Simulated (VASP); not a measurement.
# Zr16Br: core-level shifts, part 3 of 5

Which atoms of Zr16Br bind their core electrons more tightly, and does the hole change the order?

VASP 6.6.1, plane waves and PAW; the level of theory is named at each step.

So far. Step 2 (Relaxation): The forces on the free atoms are under 0.05 eV/Å, while the fixed ones keep up to 1.1 eV/Å.

**3. Initial state**

Level of this step: PBEsol; plane waves and PAW (Br, Zr_sv) (VASP).

The cell without a hole gives, with ICORELEVEL = 1, the Kohn-Sham core levels of the initial state.

The input, INCAR:

```
SYSTEM = Zr16Br
PREC = Normal
ENCUT = 330
EDIFF = 1E-05
NELM = 120
ISMEAR = 0
SIGMA = 0.1
LREAL = Auto
ALGO = Fast
GGA = PS
NBANDS = 123
LASPH = .TRUE.
LORBIT = 11
LWAVE = .FALSE.
LCHARG = .FALSE.
KPAR = 2
NCORE = 4
ICORELEVEL = 1
ISIF = 0
LVHAR = .TRUE.
```

The input, POSCAR:

```
Zr16Br
1.0
    6.4600000000      0.0000000000      0.0000000000
    3.2300000000      5.5945241084      0.0000000000
    0.0000000000      0.0000000000     24.5050000000
Br Zr
1 16
Direct
    0.3335512232      0.3333144075      0.7019294588
    0.0001394875      0.9999967413      0.6070781395
    0.5060714137      0.9879024822      0.6194105407
    0.9880411110      0.5059891412      0.6194245279
    0.5061032122      0.5060738384      0.6194038640
    0.8297493577      0.3405612940      0.5150599265
    0.3333646817      0.3333307738      0.5245686259
    0.8297477949      0.8297176177      0.5150705790
    0.3404890652      0.8297728228      0.5150410271
    0.0000000000      0.0000000000      0.4115486640
    0.5000000000      0.0000000000      0.4115486640
    0.0000000000      0.5000000000      0.4115486640
    0.5000000000      0.5000000000      0.4115486640
    0.8333333330      0.3333333330      0.3060599880
    0.3333333330      0.3333333330      0.3060599880
    0.8333333330      0.8333333330      0.3060599880
    0.3333333330      0.8333333330      0.3060599880
```

The input, KPOINTS:

```
Automatic mesh
0
Gamma
4 4 1
0 0 0
```

The projector-augmented-wave data sets are Br and Zr_sv (PBE family, release 64).

Run with:

```
$ mpirun -np 8 vasp_std
```

Output:

```text
[banner, memory and clock lines left out]
running    8 mpi-ranks, on    1 nodes
 distrk:  each k-point on    4 cores,    2 groups
 distr:  one band on    4 cores,    1 groups

 POSCAR found type information on POSCAR BrZr
 POSCAR found :  2 types and      17 ions
 [... a notice as in an earlier step ...]

 LDA part: xc-table for (Slater+PW92), standard interpolation
 POSCAR, INCAR and KPOINTS ok, starting setup
 FFT: planning ... GRIDC
 FFT: planning ... GRID_SOFT
 FFT: planning ... GRID
 WAVECAR not read
 entering main loop
       N       E                     dE             d eps       ncg     rms          rms(c)
DAV:   1     0.154466373269E+04    0.15447E+04   -0.86774E+04  3156   0.105E+03
DAV:   2     0.366311371461E+02   -0.15080E+04   -0.14662E+04  2802   0.362E+02
DAV:   3    -0.123776713322E+03   -0.16041E+03   -0.15607E+03  3856   0.752E+01
DAV:   4    -0.151168866459E+03   -0.27392E+02   -0.27110E+02  4256   0.308E+01
DAV:   5    -0.155555363535E+03   -0.43865E+01   -0.43790E+01  3840   0.911E+00    0.432E+01
RMM:   6    -0.181144313167E+03   -0.25589E+02   -0.13667E+02  3474   0.150E+01    0.217E+01
RMM:   7    -0.180002587586E+03    0.11417E+01   -0.36736E+01  3224   0.105E+01    0.264E+01
RMM:   8    -0.172042482771E+03    0.79601E+01   -0.26414E+01  3657   0.741E+00    0.219E+01
RMM:   9    -0.143204688568E+03    0.28838E+02   -0.72775E+00  3225   0.487E+00    0.873E+00
RMM:  10    -0.142014395016E+03    0.11903E+01   -0.46884E+00  3770   0.267E+00    0.444E+00
RMM:  11    -0.141989358386E+03    0.25037E-01   -0.99618E-01  3914   0.147E+00    0.272E+00
RMM:  12    -0.141960732154E+03    0.28626E-01   -0.64598E-01  3839   0.135E+00    0.104E+00
RMM:  13    -0.141973139886E+03   -0.12408E-01   -0.43419E-01  4233   0.881E-01    0.617E-01
RMM:  14    -0.141974996181E+03   -0.18563E-02   -0.14477E-01  4467   0.546E-01    0.415E-01
RMM:  15    -0.141975180713E+03   -0.18453E-03   -0.44130E-02  4568   0.323E-01    0.226E-01
RMM:  16    -0.141977493171E+03   -0.23125E-02   -0.23579E-02  4552   0.228E-01    0.156E-01
RMM:  17    -0.141979009747E+03   -0.15166E-02   -0.10443E-02  4562   0.165E-01    0.792E-02
RMM:  18    -0.141980299961E+03   -0.12902E-02   -0.74087E-03  4494   0.128E-01    0.491E-02
RMM:  19    -0.141980886414E+03   -0.58645E-03   -0.36486E-03  4365   0.988E-02    0.217E-02
WARNING in EDDRMM: call to ZHEGV failed, returncode =   8  4     56
RMM:  20    -0.141981310023E+03   -0.42361E-03   -0.23585E-03  4239   0.769E-02    0.243E-02
WARNING in EDDRMM: call to ZHEGV failed, returncode =   8  4     41
RMM:  21    -0.141981532939E+03   -0.22292E-03   -0.12427E-03  4155   0.611E-02    0.119E-02
RMM:  22    -0.141981685653E+03   -0.15271E-03   -0.84047E-04  3994   0.491E-02    0.823E-03
RMM:  23    -0.141981789781E+03   -0.10413E-03   -0.52723E-04  3908   0.393E-02    0.772E-03
WARNING in EDDRMM: call to ZHEGV failed, returncode =   6  3     95
RMM:  24    -0.141981835510E+03   -0.45729E-04   -0.33370E-04  3571   0.311E-02    0.361E-03
RMM:  25    -0.141981874436E+03   -0.38926E-04   -0.19584E-04  3250   0.250E-02    0.340E-03
WARNING in EDDRMM: call to ZHEGV failed, returncode =   8  4    110
WARNING in EDDRMM: call to ZHEGV failed, returncode =   8  4     30
RMM:  26    -0.141981929545E+03   -0.55109E-04   -0.13211E-04  3111   0.208E-02    0.209E-03
WARNING in EDDRMM: call to ZHEGV failed, returncode =   8  4     94
RMM:  27    -0.141981979923E+03   -0.50378E-04   -0.80598E-05  2850   0.173E-02    0.130E-03
RMM:  28    -0.141982000014E+03   -0.20091E-04   -0.59519E-05  2661   0.145E-02    0.122E-03
RMM:  29    -0.141982017010E+03   -0.16996E-04   -0.36540E-05  2438   0.124E-02    0.686E-04
WARNING in EDDRMM: call to ZHEGV failed, returncode =   8  4    112
RMM:  30    -0.141982022379E+03   -0.53685E-05   -0.28476E-05  2302   0.109E-02
   1 F= -.14198202E+03 E0= -.14191537E+03  d E =-.133306E+00
```

Wall time 72 s (8 MPI ranks of AMD EPYC 9R45, shared host); peak memory 1.9 GiB; 9.5 min of CPU time.

Parts of OUTCAR (step 3):

```text
The static configuration has the point symmetry C_1 .

 Found     10 irreducible k-points:

   k-points           NKPTS =     10   k-points in BZ     NKDIM =     10   number of bands    NBANDS=    123

   NELECT =     199.0000    total number of electrons

 the core state eigenenergies are
   1-  1s -13310.0733  2s  -1726.6241  2p  -1522.0133  3s   -231.9343  3p   -167.3532
       3d    -60.6149
   2-  1s -17814.9039  2s  -2462.0487  2p  -2194.5652  3s   -397.2936  3p   -310.1768
       3d   -167.2768
   3-  1s -17814.9976  2s  -2462.1548  2p  -2194.6702  3s   -397.3946  3p   -310.2778
       3d   -167.3789
   4-  1s -17814.9980  2s  -2462.1552  2p  -2194.6706  3s   -397.3950  3p   -310.2782
       3d   -167.3793
   5-  1s -17814.9974  2s  -2462.1546  2p  -2194.6700  3s   -397.3944  3p   -310.2776
       3d   -167.3787
   6-  1s -17814.5269  2s  -2461.7178  2p  -2194.2293  3s   -396.9835  3p   -309.8670
       3d   -166.9685
   7-  1s -17814.6078  2s  -2461.7977  2p  -2194.3095  3s   -397.0511  3p   -309.9344
       3d   -167.0366
   8-  1s -17814.5273  2s  -2461.7181  2p  -2194.2296  3s   -396.9838  3p   -309.8673
       3d   -166.9688
   9-  1s -17814.5265  2s  -2461.7175  2p  -2194.2289  3s   -396.9832  3p   -309.8666
       3d   -166.9682
  10-  1s -17814.6924  2s  -2461.8794  2p  -2194.3917  3s   -397.1288  3p   -310.0122
       3d   -167.1145
  11-  1s -17814.7044  2s  -2461.8931  2p  -2194.4053  3s   -397.1408  3p   -310.0241
       3d   -167.1267
  12-  1s -17814.7044  2s  -2461.8932  2p  -2194.4053  3s   -397.1408  3p   -310.0242
       3d   -167.1267
  13-  1s -17814.7043  2s  -2461.8931  2p  -2194.4052  3s   -397.1408  3p   -310.0241
       3d   -167.1266
  14-  1s -17815.2055  2s  -2462.3557  2p  -2194.8724  3s   -397.5764  3p   -310.4595
       3d   -167.5614
  15-  1s -17815.1986  2s  -2462.3497  2p  -2194.8663  3s   -397.5707  3p   -310.4538
       3d   -167.5558
  16-  1s -17815.2055  2s  -2462.3556  2p  -2194.8724  3s   -397.5764  3p   -310.4595
       3d   -167.5613
  17-  1s -17815.2056  2s  -2462.3557  2p  -2194.8725  3s   -397.5764  3p   -310.4595
       3d   -167.5614

 E-fermi :   1.6309

 k-point     1 :       0.0000    0.0000    0.0000
  band No.  band energies     occupation
    ...
     90       0.4392      2.00000
     91       0.8477      2.00000
     92       0.8480      2.00000
     93       0.9357      2.00000
     94       1.4634      1.98214
     95       1.6875      0.42384
     96       1.8207      0.00726
     97       1.8208      0.00723
     98       2.0328      0.00000
     99       2.2118      0.00000
    ...

 k-point     2 :       0.2500   -0.0000    0.0000
  band No.  band energies     occupation
    ...
     92       0.9491      2.00000
     93       0.9767      2.00000
     94       1.2331      2.00000
     95       1.5219      1.87703
     96       1.6381      0.91896
     97       1.6835      0.45687
     98       1.7207      0.20413
     99       1.7944      0.02077
    100       1.8443      0.00255
    101       1.9721      0.00000
    ...

 POSITION                                       TOTAL-FORCE (eV/Angst)
 -----------------------------------------------------------------------------------
      3.23135      1.86474     17.20078        -0.000866      0.000044     -0.036855
      3.23089      5.59451     14.87645        -0.001274      0.000200     -0.092306
      6.46015      5.52684     15.17866         0.000134      0.037641      0.071661
      8.01709      2.83077     15.17900         0.031602     -0.018151      0.070850
      4.90405      2.83124     15.17849        -0.033058     -0.019080      0.071939
      6.46019      1.90528     12.62154         0.000086     -0.018756      0.123181
      3.23019      1.86483     12.85455        -0.000123      0.000085     -0.251865
      8.04016      4.64188     12.62180         0.016695      0.009692      0.122922
      4.87973      4.64218     12.62108        -0.014300      0.008294      0.124621
      0.00000      0.00000     10.08500        -0.000679      0.000227     -1.119485
      3.23000      0.00000     10.08500         0.000492      0.071378     -0.701807
      1.61500      2.79726     10.08500         0.062491     -0.035735     -0.700901
      4.84500      2.79726     10.08500        -0.061777     -0.035843     -0.702332
      6.46000      1.86484      7.50000         0.000015     -0.007213      0.725151
      3.23000      1.86484      7.50000         0.000194      0.000025      0.844959
      8.07500      4.66210      7.50000         0.006518      0.003676      0.725273
      4.84500      4.66210      7.50000        -0.006151      0.003515      0.724994
 -----------------------------------------------------------------------------------
    total drift:                               -0.002271      0.000312     -0.007614

  FREE ENERGIE OF THE ION-ELECTRON SYSTEM (eV)
  ---------------------------------------------------
  free  energy   TOTEN  =      -141.9820223787 eV

  energy  without entropy=     -141.8487159105  energy(sigma->0) =     -141.91536914

 total charge
# of ion       s       p       d       tot
------------------------------------------
    1        1.604   3.227   0.028   4.859
    2        2.244   5.930   1.687   9.861
    3        2.229   5.939   1.658   9.826
    4        2.229   5.939   1.658   9.826
    5        2.229   5.939   1.658   9.826
    6        2.241   5.959   1.665   9.865
    7        2.230   5.958   1.637   9.825
    8        2.241   5.959   1.665   9.865
    9        2.241   5.959   1.666   9.865
   10        2.234   5.955   1.630   9.818
   11        2.231   5.956   1.622   9.808
   12        2.231   5.956   1.622   9.808
   13        2.231   5.956   1.622   9.808
   14        2.237   5.927   1.603   9.767
   15        2.236   5.928   1.602   9.766
   16        2.237   5.927   1.603   9.767
   17        2.237   5.927   1.603   9.767
--------------------------------------------------
tot         37.361  98.340  26.228 161.928

[... 5 parts as in an earlier step ...]

[... 6 further parts left out ...]
```

These are scalar-relativistic Kohn-Sham levels of the ground state, with no core hole, so they are not binding energies.

This step gave:

```
free energy (TOTEN)     : -141.9820 eV
energy at zero smearing : -141.9154 eV
Fermi energy            : 1.631 eV
```

The two shallowest core shells; atoms whose shallowest level rounds to another's at 0.01 eV are left out. Core levels, by row:

```csv
atom,shell,level below the Fermi level (eV)
Br1,3p,169
Br1,3d,62.25
Zr2,3p,311.8
Zr2,3d,168.9
Zr3,3p,311.9
Zr3,3d,169
Zr6,3p,311.5
Zr6,3d,168.6
Zr7,3p,311.6
Zr7,3d,168.7
Zr10,3p,311.6
Zr10,3d,168.7
Zr11,3p,311.7
Zr11,3d,168.8
Zr14,3p,312.1
Zr14,3d,169.2
```

(Part 3 of 5 ends here.)

[Lines on the potential files, build, host, timing and source positions are cut from VASP's logs without a mark.]

[Logs are printed without paths, hosts, clocks, repeated set-up lines and the standing remarks that a program may print on its own settings, such as how far it seeks lower states.]

[Hosts, paths, dates, database ids (printed as entryN), source tags and the programs' standing remarks are cut or masked in the printed files.]
